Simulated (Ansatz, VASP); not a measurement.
**BP: VASP beside Ansatz**

Aim: how closely do two programs agree when they are given the same cell, functional and k mesh? The cell is taken from a series of runs on this material, whose earlier steps may have relaxed, scaled, displaced or heated it; both programs get it as it stands.

Method: plane waves, with VASP 6.6.1 beside it; zone-centre phonons at LDA, in Ansatz 0.2.0.

**1. The starting structure**

It takes space group F-43m (No. 216, cubic). The conventional cell has a = 4.493 Å, b = 4.493 Å, c = 4.493 Å, α = 90.00°, β = 90.00°, γ = 90.00°. Nearest to B lie 4 P at 1.95 Å. Nearest to P lie 4 B at 1.95 Å. Farther neighbours are not listed.

Coordinates:

```xyz
2
Lattice="-2.2467 0.0000 2.2467 0.0000 2.2467 2.2467 -2.2467 2.2467 0.0000" Properties=species:S:1:pos:R:3 pbc="T T T"
B     0.0000    0.0000    0.0000
P    -1.1234    1.1234    1.1234
```

**2. VASP: zone-centre phonons, LDA**

Second derivatives magnify differences that forces hide, and they need a tight electronic threshold.

Lines of VASP's logs that name or quote its potential files are left out, and so is its time.

Contents of INCAR:

```
SYSTEM = BP
PREC = Accurate
ENCUT = 500
EDIFF = 1E-08
NELM = 120
ISMEAR = 0
SIGMA = 0.01
LREAL = .FALSE.
ALGO = Normal
GGA = PW92
NBANDS = 10
LORBIT = 11
LWAVE = .FALSE.
LCHARG = .FALSE.
ISIF = 2
IBRION = 8
LEPSILON = .TRUE.
LASPH = .TRUE.
GGA_COMPAT = .FALSE.
EFERMI = MIDGAP
KPAR = 2
```

Contents of POSCAR:

```
BP
1.0
   -2.2467003215      0.0000000000      2.2467003215
    0.0000000000      2.2467003215      2.2467003215
   -2.2467003215      2.2467003215      0.0000000000
B P
1 1
Direct
    0.0000000000      0.0000000000      0.0000000000
    0.2500000000      0.2500000000      0.2500000000
```

Contents of KPOINTS:

```
Automatic mesh
0
Gamma
8 8 8
0 0 0
```

Potentials, in the order of the species: B and P (LDA family, release 64).

On the command line:

```
> mpirun -np 2 vasp_std
```

The program printed:

```text
[banner, memory and clock lines left out]
running    2 mpi-ranks, on    1 nodes
 distrk:  each k-point on    1 cores,    2 groups
 distr:  one band on    1 cores,    1 groups

 POSCAR found type information on POSCAR B P
 POSCAR found :  2 types and       2 ions
|                                                                             |
|               ----> ADVICE to this user running VASP <----                  |
|                                                                             |
|     You enforced a specific xc type in the INCAR file but a different       |
|     [... a line on the potential file left out ...]
|     I HOPE YOU KNOW WHAT YOU ARE DOING!                                     |
|                                                                             |

 LDA part: xc-table for (Slater(with rela. corr.)+PW92), standard interpolation
 POSCAR, INCAR and KPOINTS ok, starting setup
 FFT: planning ... GRIDC
 FFT: planning ... GRID_SOFT
 FFT: planning ... GRID
 WAVECAR not read
 entering main loop
       N       E                     dE             d eps       ncg     rms          rms(c)
DAV:   1     0.831809647371E+01    0.83181E+01   -0.41019E+03   580   0.717E+02
DAV:   2    -0.146964210018E+02   -0.23015E+02   -0.22257E+02   812   0.112E+02
DAV:   3    -0.152959411727E+02   -0.59952E+00   -0.59799E+00   702   0.170E+01
DAV:   4    -0.152983581193E+02   -0.24169E-02   -0.24165E-02   724   0.123E+00
DAV:   5    -0.152983685720E+02   -0.10453E-04   -0.10453E-04   684   0.759E-02    0.765E+00
DAV:   6    -0.145371654331E+02    0.76120E+00   -0.17686E+00   642   0.624E+00    0.405E+00
DAV:   7    -0.144145449915E+02    0.12262E+00   -0.29219E-01   732   0.290E+00    0.130E+00
DAV:   8    -0.144014644049E+02    0.13081E-01   -0.35455E-02   684   0.105E+00    0.244E-01
DAV:   9    -0.144014940504E+02   -0.29646E-04   -0.74792E-04   658   0.206E-01    0.161E-01
DAV:  10    -0.144014910386E+02    0.30119E-05   -0.13984E-04   646   0.715E-02    0.339E-02
DAV:  11    -0.144014929692E+02   -0.19307E-05   -0.65322E-06   738   0.138E-02    0.375E-02
DAV:  12    -0.144014926376E+02    0.33162E-06   -0.19019E-06   680   0.629E-03    0.862E-03
DAV:  13    -0.144014926451E+02   -0.74899E-08   -0.74989E-08   722   0.173E-03
   1 F= -.14401493E+02 E0= -.14401493E+02  d E =0.000000E+00
 Linear response reoptimize wavefunctions to high precision
DAV:   1    -0.144014926423E+02    0.28367E-08   -0.12740E-08   644   0.529E-04
DAV:   2    -0.144014926423E+02   -0.35243E-11   -0.24996E-10   344   0.128E-04
 Linear response G [H, r] |phi>, progress :
  Direction:   1
       N       E                     dE             d eps       ncg     rms
RMM:   1    -0.415255785052E+02   -0.41526E+02   -0.94382E+01  1444   0.421E+01
RMM:   2    -0.340562985664E+02    0.74693E+01   -0.19439E+00   933   0.962E+00
RMM:   3    -0.340455574793E+02    0.10741E-01   -0.22452E-02   982   0.981E-01
RMM:   4    -0.340451670735E+02    0.39041E-03    0.30736E-03  1010   0.124E-01
RMM:   5    -0.340454726249E+02   -0.30555E-03    0.29463E-04  1019   0.158E-02
RMM:   6    -0.340454893264E+02   -0.16701E-04    0.13398E-04  1040   0.240E-03
RMM:   7    -0.340454930475E+02   -0.37211E-05    0.94670E-05   998   0.444E-04
RMM:   8    -0.340454934880E+02   -0.44045E-06    0.96254E-05   847   0.168E-04
RMM:   9    -0.340454929656E+02    0.52233E-06    0.10569E-04   757   0.137E-04
RMM:  10    -0.340454959777E+02   -0.30121E-05    0.36281E-04   716   0.137E-04
RMM:  11    -0.340454931157E+02    0.28621E-05    0.34618E-04   626   0.137E-04
RMM:  12    -0.340454951895E+02   -0.20738E-05   -0.24198E-04   543   0.138E-04
 Linear response G [H, r] |phi>, progress :
  Direction:   2
       N       E                     dE             d eps       ncg     rms
RMM:   1    -0.452857931331E+02   -0.45286E+02   -0.98680E+01  1444   0.442E+01
RMM:   2    -0.334980087958E+02    0.11788E+02   -0.30463E+00   941   0.112E+01
RMM:   3    -0.334554524356E+02    0.42556E-01   -0.38629E-02   985   0.118E+00
RMM:   4    -0.334545895393E+02    0.86290E-03    0.32827E-03  1025   0.145E-01
RMM:   5    -0.334549410147E+02   -0.35148E-03    0.15310E-04  1017   0.187E-02
RMM:   6    -0.334549626191E+02   -0.21604E-04   -0.53117E-05  1046   0.284E-03
RMM:   7    -0.334549678404E+02   -0.52213E-05   -0.10394E-04  1005   0.549E-04
RMM:   8    -0.334549685338E+02   -0.69347E-06   -0.99205E-05   872   0.211E-04
RMM:   9    -0.334549690894E+02   -0.55555E-06   -0.72481E-05   750   0.174E-04
RMM:  10    -0.334549719655E+02   -0.28761E-05    0.10311E-04   702   0.173E-04
RMM:  11    -0.334549680130E+02    0.39525E-05   -0.99152E-05   633   0.175E-04
RMM:  12    -0.334549649761E+02    0.30369E-05   -0.34727E-05   549   0.176E-04
 Linear response G [H, r] |phi>, progress :
  Direction:   3
       N       E                     dE             d eps       ncg     rms
RMM:   1    -0.254475252976E+02   -0.25448E+02    0.60221E+01  1386   0.411E+01
RMM:   2    -0.203144517219E+02    0.51331E+01   -0.24503E+00   931   0.990E+00
RMM:   3    -0.202785631142E+02    0.35889E-01   -0.44778E-02   982   0.110E+00
RMM:   4    -0.202776717041E+02    0.89141E-03   -0.40997E-04  1010   0.138E-01
RMM:   5    -0.202776709445E+02    0.75963E-06   -0.11974E-05  1018   0.189E-02
RMM:   6    -0.202776709461E+02   -0.16055E-08   -0.11301E-06  1028   0.295E-03
[...]
RMM:   2    -0.561689516837E+00   -0.21130E-01   -0.55947E-03  3076   0.443E-01    0.122E+00
RMM:   3    -0.546009205447E+00    0.15680E-01   -0.65389E-03  3154   0.464E-01    0.684E-01
RMM:   4    -0.558701718071E+00   -0.12693E-01   -0.62898E-03  3130   0.465E-01    0.112E-01
RMM:   5    -0.562810138525E+00   -0.41084E-02   -0.15358E-04  3143   0.816E-02    0.173E-02
RMM:   6    -0.562879227972E+00   -0.69089E-04   -0.22080E-06  3284   0.100E-02    0.862E-03
RMM:   7    -0.562951981816E+00   -0.72754E-04   -0.13930E-07  3242   0.280E-03    0.346E-04
RMM:   8    -0.562959014095E+00   -0.70323E-05    0.13530E-09  3424   0.338E-04    0.175E-04
RMM:   9    -0.562959267197E+00   -0.25310E-06   -0.56238E-09  3330   0.198E-04    0.414E-05
RMM:  10    -0.562959030497E+00    0.23670E-06   -0.49084E-09  2046   0.366E-05    0.607E-06
 change of polarisation eV/A/(eV/A) component  1 :     1.067    -0.311    -0.169
 dielectric tensor                  component  1 :     9.513    -2.481    -1.347
 Linear response to external field, progress :
  Direction:   2
       N       E                     dE             d eps       ncg     rms          rms(c)
RMM:   1    -0.540574648666E+00   -0.54057E+00   -0.24645E+00  4271   0.294E+00
RMM:   2    -0.561691108986E+00   -0.21116E-01   -0.55522E-03  3080   0.443E-01    0.122E+00
RMM:   3    -0.546008960709E+00    0.15682E-01   -0.65431E-03  3153   0.464E-01    0.684E-01
RMM:   4    -0.558702029371E+00   -0.12693E-01   -0.62935E-03  3130   0.465E-01    0.112E-01
RMM:   5    -0.562810601597E+00   -0.41086E-02   -0.15284E-04  3142   0.816E-02    0.173E-02
RMM:   6    -0.562879383048E+00   -0.68781E-04   -0.21758E-06  3283   0.100E-02    0.861E-03
RMM:   7    -0.562952125178E+00   -0.72742E-04   -0.18172E-07  3240   0.280E-03    0.346E-04
RMM:   8    -0.562959137351E+00   -0.70122E-05   -0.10609E-08  3418   0.337E-04    0.175E-04
RMM:   9    -0.562959403581E+00   -0.26623E-06   -0.14869E-08  3332   0.199E-04    0.414E-05
RMM:  10    -0.562959166916E+00    0.23666E-06   -0.11835E-08  2077   0.370E-05    0.603E-06
 change of polarisation eV/A/(eV/A) component  2 :    -0.323     1.067     0.193
 dielectric tensor                  component  2 :    -2.577     9.513     1.536
 Linear response to external field, progress :
  Direction:   3
       N       E                     dE             d eps       ncg     rms          rms(c)
RMM:   1    -0.540614476654E+00   -0.54061E+00   -0.24649E+00  4270   0.294E+00
RMM:   2    -0.561696093235E+00   -0.21082E-01   -0.54493E-03  3080   0.443E-01    0.122E+00
RMM:   3    -0.546010616095E+00    0.15685E-01   -0.65188E-03  3153   0.464E-01    0.684E-01
RMM:   4    -0.558704077825E+00   -0.12693E-01   -0.62844E-03  3130   0.465E-01    0.112E-01
RMM:   5    -0.562811024780E+00   -0.41069E-02   -0.15367E-04  3144   0.816E-02    0.173E-02
RMM:   6    -0.562878917585E+00   -0.67893E-04   -0.22325E-06  3284   0.100E-02    0.863E-03
RMM:   7    -0.562951985560E+00   -0.73068E-04   -0.14367E-07  3249   0.280E-03    0.346E-04
RMM:   8    -0.562958971588E+00   -0.69860E-05    0.12596E-09  3409   0.337E-04    0.176E-04
RMM:   9    -0.562959256949E+00   -0.28536E-06   -0.20947E-09  3344   0.200E-04    0.414E-05
RMM:  10    -0.562959023965E+00    0.23298E-06    0.19442E-08  2045   0.366E-05    0.612E-06
 change of polarisation eV/A/(eV/A) component  3 :    -0.273     0.242     1.067
 dielectric tensor                  component  3 :    -2.180     1.933     9.513
 Linear response DOF=           2
 Linear response progress:
  Degree of freedom:   1/  2
       N       E                     dE             d eps       ncg     rms          rms(c)
RMM:   1    -0.467817483029E-01   -0.46782E-01   -0.10050E-02  4605   0.116E+00
RMM:   2    -0.428549955695E-01    0.39268E-02   -0.19862E-03  3002   0.242E-01    0.153E-01
RMM:   3    -0.427578042472E-01    0.97191E-04   -0.58625E-04  3053   0.939E-02    0.803E-02
RMM:   4    -0.431595790115E-01   -0.40177E-03   -0.47638E-04  3014   0.884E-02    0.970E-03
RMM:   5    -0.431113135913E-01    0.48265E-04   -0.12781E-05  3200   0.111E-02    0.122E-03
RMM:   6    -0.431119687739E-01   -0.65518E-06   -0.59645E-07  3196   0.135E-03    0.445E-04
RMM:   7    -0.431105146236E-01    0.14542E-05   -0.30440E-07  3263   0.357E-04    0.111E-04
RMM:   8    -0.431107041407E-01   -0.18952E-06    0.35393E-08  3325   0.678E-05    0.315E-05
RMM:   9    -0.431106485847E-01    0.55556E-07    0.26907E-07  3406   0.274E-05    0.386E-06
RMM:  10    -0.431106819865E-01   -0.33402E-07    0.23310E-07  3423   0.115E-05    0.142E-06
RMM:  11    -0.431106721591E-01    0.98274E-08    0.30292E-07  3039   0.856E-06    0.395E-07
RMM:  12    -0.431106749665E-01   -0.28074E-08    0.17810E-07  2070   0.757E-06    0.935E-08
 first order change of Fermi-energy   0.26153E+01
 force on displaced ion       1 direction 1 : -19.690   0.000   0.000
 Born effective charge ion    1 direction 1 :  -0.651   0.000   0.000
 Linear response progress:
  Degree of freedom:   2/  2
       N       E                     dE             d eps       ncg     rms          rms(c)
RMM:   1    -0.439293386236E-01   -0.43929E-01   -0.81267E-05  4406   0.143E+00
RMM:   2    -0.407773586363E-01    0.31520E-02    0.10234E-03  2960   0.221E-01    0.151E-01
RMM:   3    -0.409724881172E-01   -0.19513E-03    0.14610E-04  3130   0.372E-02    0.856E-02
RMM:   4    -0.412650193460E-01   -0.29253E-03    0.45287E-05  3087   0.358E-02    0.788E-03
RMM:   5    -0.412405128204E-01    0.24507E-04    0.15363E-05  3220   0.605E-03    0.382E-03
RMM:   6    -0.412368155645E-01    0.36973E-05    0.19071E-06  3208   0.822E-04    0.239E-03
RMM:   7    -0.412368045025E-01    0.11062E-07    0.91042E-08  3260   0.410E-04    0.114E-04
RMM:   8    -0.412363476045E-01    0.45690E-06    0.55410E-08  3299   0.705E-05    0.481E-05
RMM:   9    -0.412362691596E-01    0.78445E-07    0.12414E-07  3418   0.252E-05    0.386E-06
RMM:  10    -0.412362482891E-01    0.20871E-07    0.51866E-07  3468   0.927E-06    0.531E-06
RMM:  11    -0.412362304612E-01    0.17828E-07    0.60101E-07  3002   0.713E-06    0.322E-07
RMM:  12    -0.412362325647E-01   -0.21034E-08    0.49710E-07  1765   0.598E-06    0.127E-07
RMM:  13    -0.412362322507E-01    0.31397E-09    0.51614E-07  1381   0.596E-06    0.119E-08
 first order change of Fermi-energy  -0.26160E+01
 force on displaced ion       2 direction 1 : -19.700   0.000   0.000
 Born effective charge ion    2 direction 1 :   0.570   0.000   0.000
 Born effective charges drift removed
 Linear response finished
```

Parts of OUTCAR (step 2):

```text
ion  position               nearest neighbor table
   1  0.000  0.000  0.000-   2 1.95   2 1.95   2 1.95   2 1.95
   2  0.250  0.250  0.250-   1 1.95   1 1.95   1 1.95   1 1.95

  LATTYP: Found a face centered cubic cell.
 ALAT       =     4.4934006430

 Subroutine GETGRP returns: Found 24 space group operations
 (whereof 24 operations were pure point group operations)

The static configuration has the point symmetry T_d .

 Found     29 irreducible k-points:

   k-points           NKPTS =     29   k-points in BZ     NKDIM =     29   number of bands    NBANDS=     10

   dimension x,y,z NGX =    24 NGY =   24 NGZ =   24
   dimension x,y,z NGXF=    48 NGYF=   48 NGZF=   48

   ENCUT  =  500.0 eV  36.75 Ry    6.06 a.u.   5.79  5.79  5.79*2*pi/ulx,y,z

   NELECT =       8.0000    total number of electrons

 k-points in reciprocal lattice and weights: Automatic mesh
   0.00000000  0.00000000  0.00000000       0.002
   0.12500000  0.00000000  0.00000000       0.016
   0.25000000  0.00000000  0.00000000       0.016
   0.37500000  0.00000000  0.00000000       0.016
   0.50000000  0.00000000  0.00000000       0.008
   0.12500000  0.12500000  0.00000000       0.012
   0.25000000  0.12500000  0.00000000       0.047
   0.37500000  0.12500000  0.00000000       0.047
   0.50000000  0.12500000  0.00000000       0.047
[...]
-0.37500000  0.50000000  0.12500000       0.023
  -0.25000000  0.50000000  0.25000000       0.012

 average (electrostatic) potential at core
       1 -29.5768       2 -81.9298

  Total       -0.0877906     -0.0877906     -0.0877906      0.0000000      0.0000000      0.0000000
  in kB       -6.2014459     -6.2014459     -6.2014459      0.0000000      0.0000000      0.0000000
  external PRESSURE =      -6.2014459 kB  Pullay stress =       0.0000000 kB

  energy-cutoff  :      500.00
  volume of cell :       22.68
      direct lattice vectors                 reciprocal lattice vectors
    -2.246700322  0.000000000  2.246700322    -0.222548595 -0.222548595  0.222548595
     0.000000000  2.246700322  2.246700322     0.222548595  0.222548595  0.222548595
    -2.246700322  2.246700322  0.000000000    -0.222548595  0.222548595 -0.222548595

 POSITION                                       TOTAL-FORCE (eV/Angst)
 -----------------------------------------------------------------------------------
      0.00000      0.00000      0.00000        -0.000000      0.000000      0.000000
     -1.12335      1.12335      1.12335         0.000000     -0.000000     -0.000000
 -----------------------------------------------------------------------------------
    total drift:                               -0.000000      0.000000      0.000000

 MACROSCOPIC STATIC DIELECTRIC TENSOR (including local field effects in DFT)
 ------------------------------------------------------
           9.513481    -0.000000    -0.000000
          -0.000000     9.513481    -0.000000
           0.000000     0.000000     9.513481
 ------------------------------------------------------

 PIEZOELECTRIC TENSOR (including local field effects)  for field in x, y, z        (C/m^2)
          XX          YY          ZZ          XY          YZ          ZX
  --------------------------------------------------------------------------------
  x     0.00000     0.00000     0.00000     0.00000    -0.16210     0.00000
  y    -0.00000     0.00000    -0.00000     0.00000     0.00000    -0.16210
  z    -0.00000    -0.00000     0.00000    -0.16210     0.00000     0.00000

 BORN EFFECTIVE CHARGES (including local field effects) (in |e|, cummulative output)
 ---------------------------------------------------------------------------------
 ion    1
    1    -0.61303     0.00000     0.00000
    2     0.00000    -0.61303     0.00000
    3     0.00000     0.00000    -0.61303
 ion    2
    1     0.61303     0.00000     0.00000
    2     0.00000     0.61303     0.00000
    3     0.00000     0.00000     0.61303

 Eigenvectors and eigenvalues of the dynamical matrix
 ----------------------------------------------------

   1 f  =   24.506566 THz   153.979297 2PiTHz  817.451061 cm-1   101.350969 meV
             X         Y         Z           dx          dy          dz
      0.000000  0.000000  0.000000    -0.860914    0.000000    0.000000
     -1.123350  1.123350  1.123350     0.508751    0.000000    0.000000

   2 f  =   24.506566 THz   153.979297 2PiTHz  817.451061 cm-1   101.350969 meV
             X         Y         Z           dx          dy          dz
      0.000000  0.000000  0.000000     0.000000   -0.860914    0.000000
     -1.123350  1.123350  1.123350     0.000000    0.508751    0.000000

   3 f  =   24.506566 THz   153.979297 2PiTHz  817.451061 cm-1   101.350969 meV
             X         Y         Z           dx          dy          dz
      0.000000  0.000000  0.000000     0.000000    0.000000    0.860914
     -1.123350  1.123350  1.123350     0.000000    0.000000   -0.508751

   4 f/i=    0.002740 THz     0.017219 2PiTHz    0.091413 cm-1     0.011334 meV
             X         Y         Z           dx          dy          dz
      0.000000  0.000000  0.000000     0.000000    0.508751    0.000000
     -1.123350  1.123350  1.123350     0.000000    0.860914    0.000000

   5 f/i=    0.002740 THz     0.017219 2PiTHz    0.091413 cm-1     0.011334 meV
             X         Y         Z           dx          dy          dz
      0.000000  0.000000  0.000000    -0.508751    0.000000    0.000000
     -1.123350  1.123350  1.123350    -0.860914    0.000000    0.000000

   6 f/i=    0.002740 THz     0.017219 2PiTHz    0.091413 cm-1     0.011334 meV
             X         Y         Z           dx          dy          dz
      0.000000  0.000000  0.000000     0.000000    0.000000   -0.508751
     -1.123350  1.123350  1.123350     0.000000    0.000000   -0.860914

 MACROSCOPIC STATIC DIELECTRIC TENSOR IONIC CONTRIBUTION
 ------------------------------------------------------
           0.152231     0.000000     0.000000
           0.000000     0.152231     0.000000
           0.000000     0.000000     0.152231
 ------------------------------------------------------

 ELASTIC MODULI CONTR FROM IONIC RELAXATION (kBar)
 Direction    XX          YY          ZZ          XY          YZ          ZX
 --------------------------------------------------------------------------------
 XX          -0.0000     -0.0000     -0.0000      0.0000     -0.0000      0.0000
 YY          -0.0000     -0.0000      0.0000      0.0000     -0.0000     -0.0000
 ZZ          -0.0000      0.0000     -0.0000     -0.0000     -0.0000      0.0000
 XY           0.0000      0.0000     -0.0000   -206.4091      0.0000      0.0000
 YZ          -0.0000     -0.0000     -0.0000      0.0000   -206.4091      0.0000
 ZX           0.0000     -0.0000      0.0000      0.0000      0.0000   -206.4091
 --------------------------------------------------------------------------------

 PIEZOELECTRIC TENSOR IONIC CONTR  for field in x, y, z        (C/m^2)
          XX          YY          ZZ          XY          YZ          ZX
  --------------------------------------------------------------------------------
  x     0.00000     0.00000     0.00000     0.00000     0.16680     0.00000
  y    -0.00000     0.00000    -0.00000     0.00000     0.00000     0.16680
  z    -0.00000    -0.00000     0.00000     0.16680     0.00000     0.00000
```

(Part 1 of 2 ends here.)

[Lines on the potential files, build, host, timing and source positions are cut from VASP's logs without a mark.]

[Logs are printed without paths, hosts, clocks, repeated set-up lines and the standing remarks that a program may print on its own settings, such as how far it seeks lower states.]

[Hosts, paths, dates, database ids (printed as entryN), source tags and the programs' standing remarks are cut or masked in the printed files.]
